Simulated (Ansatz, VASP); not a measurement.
**Si2Cl: VASP beside Ansatz**

INCAR

```
  PREC = Accurate
  ENCUT = 600
  EDIFF = 1E-6
  ISMEAR = 0
  SIGMA = 0.1
  LREAL = False
  LASPH = True
  NELM = 100
  ALGO = Normal
  ISIF = 3
  LWAVE = False
  LCHARG = False
  GGA = PE
  IBRION = 2
  NSW = 100
  EDIFFG = -0.01
```

Contents of KPOINTS:

```
Automatic mesh
0
Gamma
  8 8 8
```

POSCAR

```
Si2Cl
1.0
    0.0000000000      3.7829958485      3.7829958485
    3.7829958485      0.0000000000      3.7829958485
    3.7829958485      3.7829958485      0.0000000000
Si Cl
4 2
Direct
    0.6250000000      0.6250000000      0.6250000000
    0.1250000000      0.6250000000      0.6250000000
    0.6250000000      0.6250000000      0.1250000000
    0.6250000000      0.1250000000      0.6250000000
    0.0000000000      0.0000000000      0.0000000000
    0.2500000000      0.2500000000      0.2500000000
```

Input for Ansatz:

```yaml
crystal:
  lattice:
    - [0.0, 3.7829958485, 3.7829958485]
    - [3.7829958485, 0.0, 3.7829958485]
    - [3.7829958485, 3.7829958485, 0.0]
  atoms:
    - { symbol: Si, position: [0.625, 0.625, 0.625] }
    - { symbol: Si, position: [0.125, 0.625, 0.625] }
    - { symbol: Si, position: [0.625, 0.625, 0.125] }
    - { symbol: Si, position: [0.625, 0.125, 0.625] }
    - { symbol: Cl, position: [0.0, 0.0, 0.0] }
    - { symbol: Cl, position: [0.25, 0.25, 0.25] }
basis:
  ecutwfc: 420
kpoints:
  mp_grid: { grid: [8, 8, 8] }
hamiltonian:
  xc: pbe
scf:
  occupations: { method: gaussian, width: 0.1 }
output:
  forces: true
  stress: true
  eigenvalues: true
  write_density: true
  write_potential: true
  elf: true
  volumetric_format: npy
relax:
  adjacent_minimum: "off"
  f_tol: 0.01
  max_steps: 80
  cell: { stress_tol: 0.05 }
```

Change from the starting cell: species swapped into the NdMg2 type (Fd-3m, No. 227).

Alike in both runs: task relaxation of cell and atoms; functional PBE; k mesh 8 × 8 × 8; occupations gaussian, width 0.1 eV; no spin polarisation.

```csv
,VASP,Ansatz
version,VASP 6.6.1,Ansatz 0.2.0
potentials or method,"VASP PAW PBE potentials, release 64 (Si, Cl)","scalar-relativistic, plane waves, PAW"
plane-wave cutoff (eV),600,420
valence electrons in the cell,30,30
```

VASP gave:

```
gap on the k mesh at the Fermi level, each at its own relaxed structure (eV) : none
relaxed volume (Å³/atom)                                                     : 18.09
relaxed cell length with the largest relative difference (Å)                 : 5.354
```

Estimate Ansatz's values.

gap on the k mesh at the Fermi level, each at its own relaxed structure (eV): none; relaxed volume (Å³/atom): 18.08; relaxed cell length with the largest relative difference (Å): 5.354.

A gap of «none» marks a metal or a gap that the smearing closes.
